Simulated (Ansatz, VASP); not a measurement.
# BaY in two plane-wave programs

Aim: how closely do two programs agree when they are given the same cell, functional and k mesh? The cell is invented: other elements were put on sites of a known structure type. It may not be a known or stable phase. The cell is taken from a series of VASP runs on this material, whose earlier steps may have relaxed, scaled or displaced it; both programs get it as it stands.

Main program and level: Ansatz 0.2.0; plane waves, with VASP 6.6.1 beside it; relaxation of cell and atoms at revPBE.

## 1. Set-up

It takes space group Pm-3m (No. 221, cubic). The conventional cell has a = 4.489 Å, b = 4.489 Å, c = 4.489 Å, α = 90.00°, β = 90.00°, γ = 90.00°. Ba has 8 Y at 3.89 Å nearest. Nearest to Y lie 8 Ba at 3.89 Å. Farther neighbours are not listed.

## 2. Ansatz: relaxation of cell and atoms, revPBE

Ansatz runs on its default PAW (the set named soft_2) files.

The relaxed volume is the usual yardstick between codes: its relative difference is about their pressure difference at one cell divided by the bulk modulus.

input.yaml

```yaml
crystal:
  lattice:
    - [4.48886332, 0.0, 0.0]
    - [0.0, 4.48886332, 0.0]
    - [0.0, 0.0, 4.48886332]
  atoms:
    - { symbol: Ba, position: [0.0, 0.0, 0.0] }
    - { symbol: "Y", position: [0.5, 0.5, 0.5] }
hamiltonian:
  xc: revpbe
  pseudopotentials: { kind: paw }
kpoints:
  mp_grid: { grid: [5, 5, 5] }
scf:
  occupations: { method: methfessel_paxton, width: 0.2 }
relax:
  f_tol: 0.01
  max_steps: 60
  cell: { stress_tol: 0.05 }
output:
  forces: true
  stress: true
```

Started as:

```sh
$ ansatz run input.yaml --threads 4 --pin off --max-ram 9216MiB --backend cpu --events-out ev --progress --plain --runs-dir out
```

Numbers of over 12 decimals in the logs are rounded to 6 here.

Log:

```text
Engine: ansatz 0.2.0, x86_64-unknown-linux-gnu
Pseudopotentials: kind: paw
Pseudopotential: Ba, paw, valence charge 10, recommended cutoff 420 eV (normal), Ba.paw.azcp
Pseudopotential: Y, paw, valence charge 11, recommended cutoff 420 eV (normal), Y.paw.azcp
Functional definition: revPBE
  parameter kappa = 1.245
  parameter beta = 0.066725
  exchange = pbe_x(kappa = kappa, mu = beta*pi^2/3)
  correlation = pbe_c(beta = beta)
Crystal: 2 atoms, lattice volume = 90.450 Å³
Basis set: ecut = 420 eV, 1791 PW (Γ), exchange–correlation on 64×64×64 points (8 copies of the dense FFT grid, shifted against one another)
Bands: 15, of which v1, the nominal top of the filled ones, is band 11 counted from 1 (10 counted from 0)
Symmetry: 48 space group operations
Space group: Pm-3m (ITA 221), of the structure as read, at distance tolerance 4.5e-5 Å
k-points: 10 of 125
Non-local potential: Ba, projectors of the file, l = 0: 3, l = 1: 2, l = 2: 2, l = 3: 2
Non-local potential: Y, projectors of the file, l = 0: 3, l = 1: 2, l = 2: 2, l = 3: 1
PAW form: soft (Blöchl's): semilocal exchange-correlation on the pseudo side does not see the compensation charge
PAW frozen core: Ba, regenerated for the run's functional, and the local potential with it (the file was generated under x = pbe(κ = 0.804, μ = 0.219515), c = pbe(β = 0.066725))
PAW frozen core: Y, regenerated for the run's functional, and the local potential with it (the file was generated under x = pbe(κ = 0.804, μ = 0.219515), c = pbe(β = 0.066725))
PAW one-centre angular grid: Ba, 194 points (default); XC on 64 Gauss nodes
PAW one-centre angular grid: Y, 590 points (default); XC on 64 Gauss nodes
Initial density: superposition of atomic densities (neutral atoms: chi_scale 0, normalization atom), corrected by the library's trained network
Initial wavefunctions: pseudopotential atomic-orbital guess
Functional: x = revpbe(κ = 1.245, μ = 0.219515), c = pbe(β = 0.066725)
SCF iter   1: F=—  HF=-9809.244701 eV  |F-HF|=—  |Δ(HF+E_count)|=         —  Δρ=3.62e-3  dr2=1.73e-2  ethr=1.77e-3  ⟨swp⟩=5.6  Hψ=846  notcnv=0
preconditioner: auto → Resta (q_TF=auto, 2.139 Å⁻¹)  ε∞=17.1  [insulator: Δε(μ)=0.156 eV  Ē_g=2.174 eV  σ=0.200 eV  W_gap=0.61  n_scr=18 (ndim 8)  ℏωp=8.7 eV  f_vac=0.000  D(μ)=3.40/eV (n_scr^D=26)  ε∞_Penn≈17.1]
SCF iter   2: F=—  HF=-9809.243419 eV  |F-HF|=—  |Δ(HF+E_count)|=   1.28e-3  S|Δr|=    0.00e0  Δρ=2.21e-3  dr2=5.30e-3  ethr=8.24e-5  ⟨swp⟩=2.1  Hψ=304  notcnv=0
SCF iter   3: F=—  HF=-9809.244122 eV  |F-HF|=—  |Δ(HF+E_count)|=   7.04e-4  S|Δr|=    0.00e0  Δρ=5.40e-4  dr2=3.64e-4  ethr=2.52e-5  ⟨swp⟩=2.8  Hψ=234  notcnv=0
SCF iter   4: F=—  HF=-9809.244173 eV  |F-HF|=—  |Δ(HF+E_count)|=   5.10e-5  S|Δr|=    0.00e0  Δρ=9.42e-5  dr2=9.65e-6  ethr=1.73e-6  ⟨swp⟩=2.5  Hψ=248  notcnv=0
SCF iter   5: F=—  HF=-9809.244186 eV  |F-HF|=—  |Δ(HF+E_count)|=   1.30e-5  S|Δr|=    0.00e0  Δρ=1.42e-5  dr2=1.27e-7  ethr=4.60e-8  ⟨swp⟩=2.0  Hψ=226  notcnv=0
SCF iter   6: F=-9809.244186 eV  HF=-9809.244186 eV  |F-HF|=2.78e-9  |Δ(HF+E_count)|=   1.55e-7  S|Δr|=    0.00e0  Δρ=2.22e-6  dr2=4.09e-9  ethr=4.76e-10  ⟨swp⟩=4.9  Hψ=542  notcnv=0
SCF 1 converged in 6 iterations: F = -9809.244186 eV  dr2 = 4.09e-9
  greatest PAW one-centre occupation: 0.994 electrons in one spin orbital (limit 2), on the Y atom at site 1 (counted from 0), in its partial waves of l = 0
relax step   1: F+E_penalty+E_count = -9809.24418636 eV  Δ(F+E_penalty+E_count) = +0.000e0 eV  max|allowed force component| = 5.078e-30 eV/Å  Δτ_max = 0.0000 Å  P = -0.090 GPa  Ω = 90.450 Å³  (6 SCF iters, dr2 threshold 1.00e-7 eV, accepted)
[...]
relax step   2: F+E_penalty+E_count = -9809.24428482 eV  Δ(F+E_penalty+E_count) = -9.846e-5 eV  max|allowed force component| = 3.188e-30 eV/Å  Δτ_max = 0.0000 Å  P = -0.046 GPa  Ω = 90.224 Å³  energy of the carried Pulay correction = +2.695e-6 eV  (3 SCF iters, dr2 threshold 2.02e-8 eV, accepted)
[...]
relax step   3: F+E_penalty+E_count = -9809.24428107 eV  Δ(F+E_penalty+E_count) = +3.754e-6 eV  max|allowed force component| = 1.058e-29 eV/Å  Δτ_max = 0.0000 Å  P = -0.046 GPa  Ω = 90.224 Å³  stress off target by 4.59e-2 GPa  SCF on the basis re-selected at this cell (its energy is not comparable with the rows above)  (5 SCF iters)
basis re-selected at this cell: Δ(F+E_penalty+E_count) = +3.754e-6 eV, ΔP = -0.000 GPa vs the last step (what re-selecting the basis moved, of the pressure what is left beyond the Pulay correction that the steps carried, after the strain that the cell walked since its last selection, with what the two solves' SCF thresholds leave and, on support functions, any second-order correction that the steps lacked; it is no measure of the basis error at this ecutwfc). The dense FFT grid was sized anew with the basis: this SCF ran on 30×30×30 points, the steps before it on 32×32×32, so part of this shift can come from that change (see relax.cell in the input reference). [rest of the remark cut]
SCF converged after 5 iterations
Stability not checked: this state was not tested for a lower state beside it, because cold or Methfessel-Paxton smearing, or corrected tetrahedra, fill the levels in a way that the test cannot read (fill_not_monotonic; see scf.lower_state_search)
Free energy (F): -9809.244281 eV
Harris-Foulkes:  -9809.244281 eV  (|F-HF|=5.46e-12)
Internal energy: -9809.243341 eV  (E = F + TS)
E sigma→0 (E₀):  -9809.244046 eV
Entropy (-TS):   -0.000940 eV (-0.470 meV/atom)
Fermi energy:    7.583189 eV
--- Per-component energies (eV) ---
  E_band       = -210.915069
  E_kinetic    = 469.660161
  E_local      = -1019.850169  (includes V_loc(G=0)·N_el)
  E_nonlocal   = 106.427639
  E_hartree    = 326.147447
  E_xc         = -339.576043
  E_vxc        = -331.480287  (∫ρ·V_xc dr)
  E_paw        = -8062.183986  (= ΣΔE_a)
  E_vpaw       = -87.967285  (= ΣTr[D̂ρ^β])
  E_aug_tail   = 0.000002  (compensation charges beyond the density's cutoff)
  E_ewald      = -1289.781522
  E_core_change = -0.086870  (= ΣΔE_core)
  E_smearing   = -0.000940  (= −TS)
  E_closure    = 0.000000  (closes the sum)
  Σ components = -9809.244281   (vs F -9809.244281, Δ=0.00e0)
--- Forces (eV/Å), atoms counted from 1 ---
  atom   1  Ba    -0.00000000     0.00000000    -0.00000000
  atom   2  Y      0.00000000    -0.00000000     0.00000000
  max |Σ_I F_I| component: 2.09e-29 eV/Å
--- Stress (GPa, compression-positive) ---
       -0.045933       0.000000      -0.000000
       -0.000000      -0.045933      -0.000000
       -0.000000      -0.000000      -0.045933
  P = ⅓ Tr σ = -0.0459 GPa (-0.459 kbar)
--- Relaxed structure (2 steps of the walk, 2 accepted, 1 SCFs on fresh bases) ---
  F+E_penalty+E_count = -9809.24428107 eV   max|allowed force component| = 1.058e-29 eV/Å   (the final SCF, on the basis selected at the relaxed cell)
  cell:  # Å, volume = 90.2244 Å³
    - [4.485125, 0, 0]
    - [0, 4.485125, 0.0]
    - [0, 0.0, 4.485125]
  atoms:
    - { symbol: Ba, position: [0, 0, 0] }
    - { symbol: Y, position: [0.500000, 0.500000, 0.500000] }
```

Wall time 2.3 s (4 threads of AMD EPYC 9R45, shared host); peak memory 0.42 GiB.

## 3. VASP: relaxation of cell and atoms, revPBE

The same cell, functional, mesh and smearing now go to VASP, with its own data sets and cutoff.

Lines of VASP's logs that name or quote its potential files are left out, and so is its time.

INCAR

```
SYSTEM = BaY
PREC = Accurate
ENCUT = 400
EDIFF = 1E-06
NELM = 100
ISMEAR = 1
SIGMA = 0.2
LREAL = .FALSE.
ALGO = Normal
GGA = RE
LORBIT = 11
LWAVE = .FALSE.
LCHARG = .FALSE.
IBRION = 2
NSW = 60
ISIF = 3
EDIFFG = -0.01
```

POSCAR

```
BaY
1.0
    4.4888633200      0.0000000000      0.0000000000
    0.0000000000      4.4888633200      0.0000000000
    0.0000000000      0.0000000000      4.4888633200
Ba Y
1 1
Direct
    0.0000000000      0.0000000000      0.0000000000
    0.5000000000      0.5000000000      0.5000000000
```

KPOINTS

```
Automatic mesh
0
Gamma
5 5 5
0 0 0
```

The projector-augmented-wave data sets are Ba_sv and Y_sv (PBE family, release 64).

Started as:

```sh
$ mpirun -np 1 vasp_std
```

Log:

```text
[banner, memory and clock lines left out]
running    1 mpi-ranks, on    1 nodes
 distrk:  each k-point on    1 cores,    1 groups
 distr:  one band on    1 cores,    1 groups

 POSCAR found type information on POSCAR BaY
 POSCAR found :  2 types and       2 ions
|                                                                             |
|               ----> ADVICE to this user running VASP <----                  |
|                                                                             |
|     You enforced a specific xc type in the INCAR file but a different       |
|     [... a line on the potential file left out ...]
|     I HOPE YOU KNOW WHAT YOU ARE DOING!                                     |
|                                                                             |

 LDA part: xc-table for (Slater+PW92), standard interpolation
 POSCAR, INCAR and KPOINTS ok, starting setup
 FFT: planning ... GRIDC
 FFT: planning ... GRID_SOFT
 FFT: planning ... GRID
 WAVECAR not read
 entering main loop
       N       E                     dE             d eps       ncg     rms          rms(c)
DAV:   1     0.103594806789E+03    0.10359E+03   -0.83889E+03   280   0.106E+03
DAV:   2    -0.107586285536E+01   -0.10467E+03   -0.10366E+03   416   0.236E+02
DAV:   3    -0.783959699743E+01   -0.67637E+01   -0.66289E+01   420   0.486E+01
DAV:   4    -0.804228203870E+01   -0.20269E+00   -0.20264E+00   404   0.722E+00
DAV:   5    -0.804549828234E+01   -0.32162E-02   -0.32162E-02   378   0.827E-01    0.156E+01
DAV:   6    -0.722216501912E+01    0.82333E+00   -0.22449E+00   334   0.564E+00    0.114E+01
DAV:   7    -0.721104074167E+01    0.11124E-01   -0.16215E+00   380   0.444E+00    0.267E+00
DAV:   8    -0.719332263012E+01    0.17718E-01   -0.62035E-01   340   0.312E+00    0.208E+00
DAV:   9    -0.718467738127E+01    0.86452E-02   -0.14612E-01   334   0.170E+00    0.129E+00
DAV:  10    -0.718259917663E+01    0.20782E-02   -0.11708E-02   346   0.544E-01    0.181E-01
DAV:  11    -0.718270989480E+01   -0.11072E-03   -0.17093E-03   398   0.203E-01    0.572E-02
DAV:  12    -0.718267970878E+01    0.30186E-04   -0.11374E-04   346   0.519E-02    0.328E-02
DAV:  13    -0.718267180989E+01    0.78989E-05   -0.39130E-05   428   0.310E-02    0.109E-02
DAV:  14    -0.718267093355E+01    0.87634E-06   -0.15112E-06   230   0.684E-03
   1 F= -.71826709E+01 E0= -.71823789E+01  d E =-.718267E+01
 curvature:   0.00 expect dE= 0.000E+00 dE for cont linesearch  0.000E+00
 trial: gam= 0.00000 g(F)=  0.000E+00 g(S)=  0.222E-05 ort = 0.000E+00 (trialstep = 0.100E+01)
 search vector abs. value=  0.222E-05
 reached required accuracy - stopping structural energy minimisation
```

Parts of OUTCAR (step 3):

```text
ion  position               nearest neighbor table
   1  0.000  0.000  0.000-   2 3.89   2 3.89   2 3.89   2 3.89   2 3.89   2 3.89   2 3.89   2 3.89

  LATTYP: Found a simple cubic cell.
 ALAT       =     4.4888633200

 Subroutine GETGRP returns: Found 48 space group operations
 (whereof 48 operations were pure point group operations)

The static configuration has the point symmetry O_h .

 Found     10 irreducible k-points:

   k-points           NKPTS =     10   k-points in BZ     NKDIM =     10   number of bands    NBANDS=     14

   dimension x,y,z NGX =    30 NGY =   30 NGZ =   30
   dimension x,y,z NGXF=    60 NGYF=   60 NGZF=   60

   ENCUT  =  400.0 eV  29.40 Ry    5.42 a.u.   7.32  7.32  7.32*2*pi/ulx,y,z

   NELECT =      21.0000    total number of electrons

 k-points in reciprocal lattice and weights: Automatic mesh
   0.00000000  0.00000000  0.00000000       0.008
   0.20000000  0.00000000  0.00000000       0.048
   0.40000000  0.00000000  0.00000000       0.048
   0.20000000  0.20000000  0.00000000       0.096
   0.40000000  0.20000000  0.00000000       0.192
   0.40000000  0.40000000  0.00000000       0.096
   0.20000000  0.20000000  0.20000000       0.064
   0.40000000  0.20000000  0.20000000       0.192
   0.40000000  0.40000000  0.20000000       0.192
   0.40000000  0.40000000  0.40000000       0.064

 average (electrostatic) potential at core
       1 -37.9017       2 -39.6942

 E-fermi :   2.3613

 k-point     1 :       0.0000    0.0000    0.0000
  band No.  band energies     occupation
    ...
      7     -10.8234      2.00000
      8     -10.8234      2.00000
      9      -1.2373      2.00000
     10       1.3907      2.00000
     11       1.3907      2.00000
     12       3.8783     -0.00000
     13       3.8783     -0.00000
     14       3.8783     -0.00000

 k-point     2 :       0.2000    0.0000    0.0000
  band No.  band energies     occupation
    ...
      7     -10.8181      2.00000
      8     -10.8181      2.00000
      9      -0.7836      2.00000
     10       1.6318      2.00000
     11       1.6381      2.00000
     12       3.7987     -0.00000
     13       3.7987     -0.00000
     14       4.0331     -0.00000

 k-point     3 :       0.4000    0.0000    0.0000
  band No.  band energies     occupation
    ...
      7     -10.8095      2.00000
      8     -10.8095      2.00000
      9       0.3568      2.00000
     10       1.5357      2.00000
     11       2.2826      1.61235
     12       3.7637     -0.00000
     13       3.7671     -0.00000
     14       3.7671     -0.00000

  Total        0.0055367      0.0055367      0.0055367      0.0000000     -0.0000000      0.0000000
  in kB        0.0980736      0.0980736      0.0980736      0.0000000     -0.0000000      0.0000000
  external PRESSURE =       0.0980736 kB  Pullay stress =       0.0000000 kB

  energy-cutoff  :      400.00
  volume of cell :       90.45
      direct lattice vectors                 reciprocal lattice vectors
     4.488863320  0.000000000  0.000000000     0.222773546  0.000000000  0.000000000
     0.000000000  4.488863320  0.000000000     0.000000000  0.222773546  0.000000000
     0.000000000  0.000000000  4.488863320     0.000000000  0.000000000  0.222773546

 POSITION                                       TOTAL-FORCE (eV/Angst)
 -----------------------------------------------------------------------------------
      0.00000      0.00000      0.00000         0.000000      0.000000      0.000000
      2.24443      2.24443      2.24443         0.000000      0.000000      0.000000
 -----------------------------------------------------------------------------------
    total drift:                                0.000000      0.000000      0.000000

  FREE ENERGIE OF THE ION-ELECTRON SYSTEM (eV)
  ---------------------------------------------------
  free  energy   TOTEN  =        -7.1826709336 eV

  energy  without entropy=       -7.1817949154  energy(sigma->0) =       -7.18237893

 reached required accuracy - stopping structural energy minimisation

 total charge
# of ion       s       p       d       f       tot
--------------------------------------------------
    1        2.067   5.538   0.386   0.000   7.990
    2        2.286   6.124   0.757   0.002   9.170
--------------------------------------------------
tot          4.353  11.662   1.143   0.002  17.160

[... 3 further parts left out ...]
```

## 4. Comparison

Known differences besides the potentials themselves: both relaxations stop at a tolerance, which leaves soft axes loose, and VASP keeps its plane-wave basis; the cutoff is 420 eV in Ansatz and 400 eV in VASP; Ansatz makes its cores anew for this functional, VASP keeps those of its PBE data sets; VASP leaves aspherical gradient terms in its spheres out (LASPH is not set), Ansatz keeps them; Ansatz adds a Pulay correction to the stress that steers its cell, VASP none. Total energies have different zeros and are not compared.

Compared:

```tsv
quantity	Ansatz	VASP	difference
volume (Å³)	90.22	90.45	-0.25 %
edge a after relaxation, in the typed setting (Å)	4.485	4.489	-0.08 %
```

The walks stopped with -0.05 GPa left in Ansatz and 0.01 GPa in VASP; each walk ends within a tolerance, so the volume difference is uncertain by about these residues over the bulk modulus, most in soft cells.

## 5. Outcome

```json
{
  "difference in volume (relaxation of cell and atoms, revPBE)": "-0.25 %"
}
```

In words: The difference in volume is -0.25 % (relaxation of cell and atoms, revPBE), within the 1.2 % picked in this series as the mark of a large difference, as far as the stopping tolerances let one tell. Such differences can come from data sets, numerical settings and the points named under the comparisons, not from the functional's error against experiment.

[Lines on the potential files, build, host, timing and source positions are cut from VASP's logs without a mark.]

[Logs are printed without paths, hosts, clocks, repeated set-up lines and the standing remarks that a program may print on its own settings, such as how far it seeks lower states.]

[Hosts, paths, dates, database ids (printed as entryN), source tags and the programs' standing remarks are cut or masked in the printed files.]
